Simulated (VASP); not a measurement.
Consider the following.

```xyz
2
Lattice="1.8360 -3.1800 0.0000 1.8360 3.1800 0.0000 0.0000 0.0000 5.8038" Properties=species:S:1:pos:R:3 pbc="T T T"
Tb     1.8360     1.0600     1.4509
Tb     1.8360    -1.0600     4.3529
```

The numbers are results of PBE GGA, VASP's PBE PAW potentials (set 64) (plane waves; VASP), not measurements. Settings: 400 eV cut-off, 9×9×5 Γ-centred mesh, first-order Methfessel-Paxton smearing of 0.10 eV, potentials Tb_3.

The 4f electrons are frozen in the core of the lanthanide potential, so 4f levels, which can set the real gap, and their magnetism are missing.

Task: Give the stress tensor in GPa (positive for a compressed cell).

Result: 
```
-1.67   0.00   0.00
 0.00  -1.67   0.00
 0.00   0.00  -2.11
```
The pressure is its mean diagonal, -1.81 GPa.

The compound is Tb in the hcp structure. The cell was not relaxed at this level.
